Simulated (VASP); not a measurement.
Here is the system:

```xyz
2
Lattice="1.8250 -3.1610 0.0000 1.8250 3.1610 0.0000 0.0000 0.0000 5.7300" Properties=species:S:1:pos:R:3 pbc="T T T"
Y      1.8250     1.0537     1.4325
Y      1.8250    -1.0537     4.2975
```

These are PBE GGA, VASP's PBE PAW potentials (set 64) (plane waves; VASP) values and carry that method's errors. Numerical set-up: 400 eV cut-off, 10×10×6 Γ-centred mesh, first-order Methfessel-Paxton smearing of 0.10 eV, potentials Y_sv.

### Question
The ions, cell shape and volume are relaxed. Which structure does the run end with?

### Answer

```xyz
2
Lattice="1.8284 -3.1669 0.0000 1.8284 3.1669 0.0000 0.0000 0.0000 5.6438" Properties=species:S:1:pos:R:3 pbc="T T T"
Y      1.8284     1.0556     1.4110
Y      1.8284    -1.0556     4.2329
```
Space group P6_3/mmc (194), at a tolerance of 0.03 Å.

### Question
How do energy and volume change from the first to the last step?

### Answer
The energy (σ→0) changes by -1.8 meV/atom and the volume by -1.1 %, in 6 ionic steps.

The compound is Y in the hcp structure. This run relaxes it. Symmetry was kept, so distortions that lower it aren't found.
